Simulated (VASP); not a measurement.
SbMo3, 4 atoms in the cell. The structure is orthorhombic, space group Pmm2 (No. 25). Conventional cell: a = 3.313 Å, b = 4.613 Å, c = 4.383 Å, α = 90.00°, β = 90.00°, γ = 90.00°. Sb (site symmetry mm2) is surrounded by 10 Mo at 2.70 to 2.93 Å. Mo (site symmetry mm2) has 4 Sb at 2.70 to 2.80 Å and 6 Mo at 2.87 to 2.93 Å as nearest neighbours. Mo (site symmetry mm2) is surrounded by 8 Mo at 2.70 to 2.87 Å and 2 Sb at 2.93 Å. Around Mo (site symmetry mm2) lie 6 Mo at 2.70 to 2.93 Å and 4 Sb at 2.86 Å. The cell was built by a generator and needn't be a form met in nature.

| Quantity | Value |
| --- | --- |
| Program | VASP 6.6.1 |
| Task | single point |
| Functional | r2SCAN |
| Potentials or basis | VASP PAW PBE potentials, release 64 (Sb, Mo_sv) |
| Cutoff | 520 eV |
| k mesh | 6 × 4 × 4 |
| Occupations | fermi-dirac, width 0.1 eV |
| Spin | no spin polarisation |
| Dipole correction | no |
| Further INCAR settings | ALGO = Normal; EDIFF = 1e-06; NBANDS = 32 |

Potentials or basis: VASP PAW PBE potentials, release 64 (Sb, Mo_sv).

Run with:

```console
$ cat potpaw_PBE.64/Sb/POTCAR potpaw_PBE.64/Mo_sv/POTCAR > POTCAR
$ cp INCAR.step1 INCAR
$ mpirun -np 1 vasp_std > vasp.out
$ cp INCAR.step2 INCAR
$ mpirun -np 1 vasp_std > vasp.out
```

Hardware: 1 thread of Intel(R) Xeon(R) Platinum 8488C (Sapphire Rapids), on a shared host.

Question: How long does it take, and how much memory?

Answer: Wall time 2.9 min on 1 thread of Intel(R) Xeon(R) Platinum 8488C (Sapphire Rapids) (shared host), peak memory 0.22 GiB. Counts: scf iterations 11, k points 36.
